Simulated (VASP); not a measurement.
# GW on GaN

Aim: the quasiparticle gap of GaN, and what it costs to get it. The cell is of the zinc-blende type, one of the forms listed for this formula. The start is a computed cell from the Materials Project.

Program: VASP 6.6.1. Level of theory: PBE; plane waves and PAW (Ga_d_GW, N_GW), in the first sound run; inputs show where later runs differ. Results are calculated unless marked as measured.

### Step 1. The starting structure

It takes space group F-43m (No. 216, cubic). The conventional cell has a = 4.507 Å, b = 4.507 Å, c = 4.507 Å, α = 90.00°, β = 90.00°, γ = 90.00°. Nearest to Ga lie 4 N at 1.95 Å. Nearest to N lie 4 Ga at 1.95 Å. Farther neighbours and most contacts between anions are not listed.

As a file:

```cif
data_structure
_symmetry_space_group_name_H-M 'P 1'
_symmetry_Int_Tables_number 1
_cell_length_a 3.1869
_cell_length_b 3.1869
_cell_length_c 3.1869
_cell_angle_alpha 60.000
_cell_angle_beta 60.000
_cell_angle_gamma 60.000
_cell_volume 22.89
loop_
_atom_site_label
_atom_site_type_symbol
_atom_site_fract_x
_atom_site_fract_y
_atom_site_fract_z
_atom_site_occupancy
Ga1 Ga 0.00000 0.00000 0.00000 1
N2 N 0.75000 0.75000 0.75000 1
```

### Step 2. Ground state

The orbitals come from a self-consistent PBE run with a tight EDIFF and a narrow smearing. KPOINTS_OPT adds the bands along a path, which shows whether the mesh holds the band edges.

INCAR reads:

```
SYSTEM = GaN
PREC = Accurate
ENCUT = 450
EDIFF = 1E-08
NELM = 100
ISMEAR = 0
SIGMA = 0.01
LREAL = .FALSE.
ALGO = Normal
GGA = PE
NBANDS = 15
LORBIT = 11
LWAVE = .TRUE.
LCHARG = .FALSE.
KPAR = 8
```

POSCAR reads:

```
GaN
1.0
    0.0000000000      2.2535006075      2.2535006075
    2.2535006075      0.0000000000      2.2535006075
    2.2535006075      2.2535006075      0.0000000000
Ga N
1 1
Direct
    0.0000000000      0.0000000000      0.0000000000
    0.7500000000      0.7500000000      0.7500000000
```

KPOINTS reads:

```
Automatic mesh
0
Gamma
6 6 6
0 0 0
```

KPOINTS_OPT reads:

```
Line mode
12
Line-mode
Reciprocal
  0.00000000   0.00000000   0.00000000 GAMMA
  0.50000000   0.00000000   0.50000000 X

  0.50000000   0.00000000   0.50000000 X
  0.50000000   0.25000000   0.75000000 W

  0.50000000   0.25000000   0.75000000 W
  0.37500000   0.37500000   0.75000000 K

  0.37500000   0.37500000   0.75000000 K
  0.00000000   0.00000000   0.00000000 GAMMA

  0.00000000   0.00000000   0.00000000 GAMMA
  0.50000000   0.50000000   0.50000000 L

  0.50000000   0.50000000   0.50000000 L
  0.62500000   0.25000000   0.62500000 U

  0.62500000   0.25000000   0.62500000 U
  0.50000000   0.25000000   0.75000000 W

  0.50000000   0.25000000   0.75000000 W
  0.50000000   0.50000000   0.50000000 L

  0.50000000   0.50000000   0.50000000 L
  0.37500000   0.37500000   0.75000000 K

  0.62500000   0.25000000   0.62500000 U
  0.50000000   0.00000000   0.50000000 X
```

Potentials, in the order of the species: Ga_d_GW and N_GW (PBE family, release 64).

Run with:

```bash
> mpirun -np 8 vasp_std
```

The log of the run:

```text
[banner, memory and clock lines left out]
running    8 mpi-ranks, on    1 nodes
 distrk:  each k-point on    1 cores,    8 groups
 distr:  one band on    1 cores,    1 groups

 POSCAR found type information on POSCAR GaN
 POSCAR found :  2 types and       2 ions
|                                                                             |
|           W    W    AA    RRRRR   N    N  II  N    N   GGGG   !!!           |
|           W    W   A  A   R    R  NN   N  II  NN   N  G    G  !!!           |
|           W    W  A    A  R    R  N N  N  II  N N  N  G       !!!           |
|           W WW W  AAAAAA  RRRRR   N  N N  II  N  N N  G  GGG   !            |
|           WW  WW  A    A  R   R   N   NN  II  N   NN  G    G                |
|           W    W  A    A  R    R  N    N  II  N    N   GGGG   !!!           |
|                                                                             |
|     For optimal performance we recommend to set                             |
|       NCORE = 2 up to number-of-cores-per-socket                            |
|     NCORE specifies how many cores store one orbital (NPAR=cpu/NCORE).      |
|     This setting can greatly improve the performance of VASP for DFT.       |
|     The default, NCORE=1 might be grossly inefficient on modern             |
|     multi-core architectures or massively parallel machines. Do your        |
|     Unfortunately you need to use the default for GW and RPA                |
|     calculations (for HF NCORE is supported but not extensively tested      |
|     yet).                                                                   |
|                                                                             |

 LDA part: xc-table for (Slater+PW92), standard interpolation
 POSCAR, INCAR and KPOINTS ok, starting setup
 FFT: planning ... GRIDC
 FFT: planning ... GRID_SOFT
 FFT: planning ... GRID
 WAVECAR not read
 entering main loop
       N       E                     dE             d eps       ncg     rms          rms(c)
DAV:   1     0.133275716164E+03    0.13328E+03   -0.10460E+04   512   0.172E+03
DAV:   2    -0.467322059074E+01   -0.13795E+03   -0.13111E+03   557   0.389E+02
DAV:   3    -0.139639678381E+02   -0.92907E+01   -0.92406E+01   592   0.108E+02
DAV:   4    -0.141276028191E+02   -0.16363E+00   -0.16361E+00   593   0.162E+01
DAV:   5    -0.141319987797E+02   -0.43960E-02   -0.43959E-02   660   0.256E+00    0.111E+01
DAV:   6    -0.121335809383E+02    0.19984E+01   -0.53669E+00   727   0.485E+01    0.518E+00
DAV:   7    -0.121312678312E+02    0.23131E-02   -0.28767E-01   599   0.906E+00    0.321E+00
DAV:   8    -0.121266509299E+02    0.46169E-02   -0.50088E-02   522   0.350E+00    0.379E-01
DAV:   9    -0.121250141660E+02    0.16368E-02   -0.63601E-03   762   0.225E+00    0.723E-02
DAV:  10    -0.121252501612E+02   -0.23600E-03   -0.69679E-04   552   0.515E-01    0.228E-02
DAV:  11    -0.121252360054E+02    0.14156E-04   -0.68836E-05   776   0.200E-01    0.725E-03
DAV:  12    -0.121252376085E+02   -0.16031E-05   -0.74257E-06   529   0.321E-02    0.312E-03
DAV:  13    -0.121252374449E+02    0.16353E-06   -0.54662E-07   720   0.105E-02    0.367E-04
DAV:  14    -0.121252374473E+02   -0.23870E-08   -0.21138E-08   521   0.218E-03
   1 F= -.12125237E+02 E0= -.12125237E+02  d E =-.121979E-13
 Start KPOINTS_OPT (optional k-point list driver)
k-point batch [1-16\120]
       N       E                     dE             ncg
DAV:   1     0.831660967474E+03   -0.66778E+04      536
DAV:   2    -0.121602277360E+04   -0.20477E+04      557
DAV:   3    -0.135138915550E+04   -0.13537E+03      627
DAV:   4    -0.135377386318E+04   -0.23847E+01      606
DAV:   5    -0.135384712518E+04   -0.73262E-01      644
DAV:   6    -0.135385057138E+04   -0.34462E-02      662
DAV:   7    -0.135385065767E+04   -0.86285E-04      697
DAV:   8    -0.135385065940E+04   -0.17352E-05      704
DAV:   9    -0.135385065941E+04   -0.74328E-08      528
[...]
k-point batch [113-120\120]
       N       E                     dE             ncg
DAV:   1     0.607402975902E+04   -0.57664E+04      280
DAV:   2     0.519686796767E+04   -0.87716E+03      317
DAV:   3     0.515323427992E+04   -0.43634E+02      289
DAV:   4     0.515239236599E+04   -0.84191E+00      325
DAV:   5     0.515236577063E+04   -0.26595E-01      332
DAV:   6     0.515236441711E+04   -0.13535E-02      363
DAV:   7     0.515236437462E+04   -0.42490E-04      341
DAV:   8     0.515236437392E+04   -0.69916E-06      333
DAV:   9     0.515236437392E+04   -0.34479E-08      247
 writing wavefunctions
```

Run time: 6.4 s. Hardware: 8 MPI ranks of AMD EPYC 7R43, shared host; peak memory 0.87 GiB; 45 s of CPU time.

The logs omit lines about the potential files and the build; timing stands in the text.

OUTCAR, selected parts (step 2):

```text
ion  position               nearest neighbor table
   1  0.000  0.000  0.000-   2 1.95   2 1.95   2 1.95   2 1.95
   2  0.750  0.750  0.750-   1 1.95   1 1.95   1 1.95   1 1.95

  LATTYP: Found a face centered cubic cell.
 ALAT       =     4.5070012150

 Subroutine GETGRP returns: Found 24 space group operations
 (whereof 24 operations were pure point group operations)

The static configuration has the point symmetry T_d .

 Found     16 irreducible k-points:

   k-points           NKPTS =     16   k-points in BZ     NKDIM =     16   number of bands    NBANDS=     15

   dimension x,y,z NGX =    24 NGY =   24 NGZ =   24
   dimension x,y,z NGXF=    48 NGYF=   48 NGZF=   48

   ENCUT  =  450.0 eV  33.07 Ry    5.75 a.u.   5.51  5.51  5.51*2*pi/ulx,y,z

   NELECT =      18.0000    total number of electrons

 k-points in reciprocal lattice and weights: Automatic mesh
   0.00000000  0.00000000  0.00000000       0.005
   0.16666667  0.00000000  0.00000000       0.037
   0.33333333  0.00000000  0.00000000       0.037
   0.50000000  0.00000000  0.00000000       0.019
   0.16666667  0.16666667  0.00000000       0.028
   0.33333333  0.16666667  0.00000000       0.111
   0.50000000  0.16666667  0.00000000       0.111
  -0.33333333  0.16666667  0.00000000       0.111
  -0.16666667  0.16666667  0.00000000       0.056
[...]
-0.33333333  0.33333333  0.16666667       0.111
  -0.33333333  0.50000000  0.16666667       0.056

 average (electrostatic) potential at core
       1 -63.7274       2 -61.4092

 E-fermi :   5.1453

 k-point     1 :       0.0000    0.0000    0.0000
  band No.  band energies     occupation
    ...
      5      -8.0769      2.00000
      6      -8.0769      2.00000
      7       5.0978      2.00000
      8       5.0978      2.00000
      9       5.0978      2.00000
     10       6.8203      0.00000
     11      15.3897      0.00000
     12      15.3897      0.00000
     13      15.3897      0.00000
     14      22.7158      0.00000
    ...

 k-point     2 :       0.1667    0.0000    0.0000
  band No.  band energies     occupation
    ...
      5      -8.0783      2.00000
      6      -8.0783      2.00000
      7       2.8138      2.00000
      8       4.8276      2.00000
      9       4.8276      2.00000
     10       8.4316      0.00000
     11      14.3525      0.00000
     12      15.7452      0.00000
     13      15.7452      0.00000
     14      21.8772      0.00000
    ...

 k-point     3 :       0.3333    0.0000    0.0000
  band No.  band energies     occupation
    ...
      5      -8.0561      2.00000
      6      -7.5924      2.00000
      7      -0.2621      2.00000
      8       4.3496      2.00000
      9       4.3496      2.00000
     10       9.5607      0.00000
     11      13.7371      0.00000
     12      15.7162      0.00000
     13      15.7162      0.00000
     14      20.7182      0.00000
    ...

  Total        0.4962132      0.4962132      0.4962132      0.0000000      0.0000000      0.0000000
  in kB       34.7356849     34.7356849     34.7356849      0.0000000      0.0000000      0.0000000
  external PRESSURE =      34.7356849 kB  Pullay stress =       0.0000000 kB

  energy-cutoff  :      450.00
  volume of cell :       22.89
      direct lattice vectors                 reciprocal lattice vectors
     0.000000000  2.253500607  2.253500607    -0.221877020  0.221877020  0.221877020
     2.253500607  0.000000000  2.253500607     0.221877020 -0.221877020  0.221877020
     2.253500607  2.253500607  0.000000000     0.221877020  0.221877020 -0.221877020

 POSITION                                       TOTAL-FORCE (eV/Angst)
 -----------------------------------------------------------------------------------
      0.00000      0.00000      0.00000        -0.000000      0.000000     -0.000000
      3.38025      3.38025      3.38025         0.000000     -0.000000      0.000000
 -----------------------------------------------------------------------------------
    total drift:                               -0.000016     -0.000016     -0.000016

  FREE ENERGIE OF THE ION-ELECTRON SYSTEM (eV)
  ---------------------------------------------------
  free  energy   TOTEN  =       -12.1252374473 eV

  energy  without entropy=      -12.1252374473  energy(sigma->0) =      -12.12523745

 total charge
# of ion       s       p       d       tot
------------------------------------------
    1        0.781   0.899  10.127  11.807
    2        1.200   2.453   0.000   3.653
--------------------------------------------------
tot          1.981   3.351  10.127  15.460

[... 3 further parts left out ...]
```

This step gave:

```
free energy (TOTEN)               : -12.13 eV
Fermi energy                      : 5.145 eV
pressure                          : 3.474 GPa
least gap on mesh and path        : 1.722 eV
least direct gap on mesh and path : 1.722 eV
```

The highest empty bands on the path are converged less tightly, to about 0.1 eV. The electronic bands at the labelled points (eV, zero at the valence-band top; v1 is the highest filled band, c1 the lowest empty one):

```
          point     v3     v2     v1    c1     c2
              Γ   0.00   0.00   0.00  1.72  10.29
0.45 of the way  -3.08  -1.29  -1.29  4.48   7.62
              X  -6.13  -2.70  -2.70  3.34   6.66
0.55 of the way  -5.91  -3.27  -3.25  4.77   7.59
              W  -5.70  -3.69  -3.64  6.22   8.39
0.45 of the way  -5.78  -4.07  -2.87  5.72   8.07
              K  -5.87  -4.25  -2.17  4.99   7.86
0.55 of the way  -3.82  -1.80  -0.42  4.86   8.63
              Γ   0.00   0.00   0.00  1.72  10.29
0.45 of the way  -3.43  -0.45  -0.45  3.89   8.87
              L  -7.04  -0.97  -0.97  4.64   8.73
0.45 of the way  -6.64  -2.49  -1.37  5.92   7.49
              U  -5.87  -4.25  -2.17  4.99   7.86
0.55 of the way  -5.78  -4.07  -2.87  5.72   8.07
              W  -5.70  -3.69  -3.64  6.22   8.39
0.45 of the way  -6.31  -3.22  -1.92  6.77   6.97
              L  -7.04  -0.97  -0.97  4.64   8.73
0.55 of the way  -6.48  -2.96  -1.52  6.05   7.41
              K  -5.87  -4.25  -2.17  4.99   7.86
      jump to U  -5.87  -4.25  -2.17  4.99   7.86
0.45 of the way  -6.02  -3.44  -2.53  4.02   7.19
              X  -6.13  -2.70  -2.70  3.34   6.66
```

Of the projections kept (Ga, N), the largest for each band there; the rest of the weight can lie on other orbitals:

```
point       v3      v2      v1       c1       c2
    Γ   N 0.78  N 0.78  N 0.78   N 0.58  Ga 0.99
    X  Ga 0.63  N 0.65  N 0.65  Ga 0.81  Ga 0.82
    W  Ga 0.62  N 0.60  N 0.58   N 0.56  Ga 0.51
    K  Ga 0.62  N 0.57  N 0.67  Ga 0.75  Ga 0.51
    Γ   N 0.78  N 0.78  N 0.78   N 0.58  Ga 0.99
    L  Ga 0.60  N 0.73  N 0.73  Ga 0.69   N 0.78
```

The electronic bands as a text plot (rows in eV, shown from -7.0 to 6.7 only):

```
    6.4 |        +   ++   + +                     ++++
    5.8 |              +     +              ++   +    +   +++
    5.2 |           +   ++                 +  +++      +     +
    4.7 |    +                +        ++++             ++    +
    4.1 |   + ++   +                  +                        +
    3.5 |  +    +++            +     +                          +
    3.0 | +                     +   +
    2.4 |                          +
    1.8 |+                       ++
    1.2 |
    0.7 |
    0.1 |*                     *****
   -0.5 |***                 *****  ****
   -1.0 | * *              **   *  *    ****           ****
   -1.6 |  * *            *   *     *      ***       ***   **
   -2.2 |   * **        **   * *              **    * *   *  **
   -2.8 |       ****   *             *      *   *  * *     *   **
   -3.3 |           * *     *                *   *  *          *
   -3.9 |    *       ***  **  *               * ****        * *
   -4.5 |     *         **   *        *        *             *
   -5.0 |      *            *          *
   -5.6 |       *   ********                   *****         *
   -6.2 |        ***                    *    **     *       * ***
   -6.8 |                                ****        *******
         Γ       X    W  K        Γ      L     U  W     L   K|U X
```

The cell has a gap of 1.72 eV on mesh and path and a pressure of +3.5 GPa, which holds the misfit of the given cell and coordinates with this functional, and any error of cutoff, mesh and data sets. Spin-orbit coupling is left out, which can shift or reorder these edges.

### Step 3. Empty bands, functional PBE

The next step needs empty bands that the ground-state run didn't converge, so the Hamiltonian is diagonalised exactly for NBANDS bands, in a single step. LOPTICS writes the k-derivatives of the orbitals (WAVEDER), which give the long-wavelength limit of the screening.

INCAR reads:

```
SYSTEM = GaN
PREC = Accurate
ENCUT = 450
ISMEAR = 0
SIGMA = 0.01
LREAL = .FALSE.
GGA = PE
NBANDS = 152
ALGO = Exact
NELM = 1
LWAVE = .TRUE.
LCHARG = .FALSE.
LOPTICS = .TRUE.
NEDOS = 1000
CSHIFT = 0.1
```

POSCAR is that of step 2.

KPOINTS is that of step 2.

Run with:

```bash
> mpirun -np 8 vasp_std
```

The log of the run:

```text
[banner, memory and clock lines left out]
running    8 mpi-ranks, on    1 nodes
 distrk:  each k-point on    8 cores,    1 groups
 distr:  one band on    1 cores,    8 groups

 POSCAR found type information on POSCAR GaN
 POSCAR found :  2 types and       2 ions
 [... a notice as in an earlier step ...]

 LDA part: xc-table for (Slater+PW92), standard interpolation
 found WAVECAR, reading the header
  number of bands has changed, file:    15 present:   152
  trying to continue reading WAVECAR, but it might fail
 POSCAR, INCAR and KPOINTS ok, starting setup
 FFT: planning ... GRIDC
 FFT: planning ... GRID_SOFT
 FFT: planning ... GRID
 reading WAVECAR
 random initialization beyond band           15
 the WAVECAR file was read successfully
 initial charge from wavefunction
 entering main loop
       N       E                     dE             d eps       ncg     rms          rms(c)
DIA:   1    -0.121252374665E+02   -0.12125E+02    0.00000E+00     0   0.000E+00
   1 F= -.12125237E+02 E0= -.12125237E+02  d E =-.253928E-42
 writing wavefunctions
 optical routines
 imaginary and real dielectric function
 recalculating local potential from charge density
 direction            1
 direction            2
 direction            3
```

It took 3.8 s on 8 MPI ranks; peak memory 0.74 GiB.

From OUTCAR (step 3):

```text
The static configuration has the point symmetry T_d .

 Found     16 irreducible k-points:

   k-points           NKPTS =     16   k-points in BZ     NKDIM =     16   number of bands    NBANDS=    152

   NELECT =      18.0000    total number of electrons

 E-fermi :   5.1919

 k-point     2 :       0.1667    0.0000    0.0000
  band No.  band energies     occupation
    ...
      5      -8.0783      2.00000
      6      -8.0783      2.00000
      7       2.8139      2.00000
      8       4.8276      2.00000
      9       4.8276      2.00000
     10       8.4316      0.00000
     11      14.3525      0.00000
     12      15.7452      0.00000
     13      15.7452      0.00000
     14      21.8684      0.00000
    ...

 k-point     4 :       0.5000    0.0000    0.0000
  band No.  band energies     occupation
    ...
      5      -8.0300      2.00000
      6      -6.8146      2.00000
      7      -1.9406      2.00000
      8       4.1320      2.00000
      9       4.1320      2.00000
     10       9.7337      0.00000
     11      13.8240      0.00000
     12      15.4448      0.00000
     13      15.4448      0.00000
     14      20.7233      0.00000
    ...

  Total        0.4964145      0.4964145      0.4964145      0.0000000      0.0000000      0.0000000
  in kB       34.7497744     34.7497744     34.7497744      0.0000000      0.0000000      0.0000000
  external PRESSURE =      34.7497744 kB  Pullay stress =       0.0000000 kB

 POSITION                                       TOTAL-FORCE (eV/Angst)
 -----------------------------------------------------------------------------------
      0.00000      0.00000      0.00000        -0.000000     -0.000000     -0.000000
      3.38025      3.38025      3.38025         0.000000      0.000000      0.000000
 -----------------------------------------------------------------------------------
    total drift:                               -0.000016     -0.000016     -0.000016

  FREE ENERGIE OF THE ION-ELECTRON SYSTEM (eV)
  ---------------------------------------------------
  free  energy   TOTEN  =       -12.1252374665 eV

  energy  without entropy=      -12.1252374665  energy(sigma->0) =      -12.12523747

 plasma frequency squared (from intraband transitions) (eV^2)
  --------------------------------------------------------------------------------------
       0.000       0.000       0.000
       0.000       0.000       0.000
      -0.000      -0.000       0.000

[... 10 parts as in an earlier step ...]

[... 2 further parts left out ...]
```

The gap is read on the k-mesh alone, so it is an upper bound where the band edges lie off the mesh.

A gap read on the k-mesh alone can miss the band edges.

Numbers from this step:

| Item | Value |
| --- | --- |
| gap on the k-mesh | 1.722 eV |
| least direct gap on the k-mesh | 1.722 eV |

WAVECAR now holds 152 bands for 18 electrons. Its independent-particle dielectric tensor has xx, yy, zz = 7.0, 7.0, 7.0 on this mesh, which isn't tested for convergence in mesh or bands and lacks local fields.

[end of part 1 of 6]

[Lines on the potential files, build, host, timing and source positions are cut from VASP's logs without a mark.]

[Logs are printed without paths, hosts, clocks, repeated set-up lines and the standing remarks that a program may print on its own settings, such as how far it seeks lower states.]

[Hosts, paths, dates, database ids (printed as entryN), source tags and the programs' standing remarks are cut or masked in the printed files.]

[Pressures printed for these runs are not shown converged in the cutoff: they can be off by several GPa and have the wrong sign.]
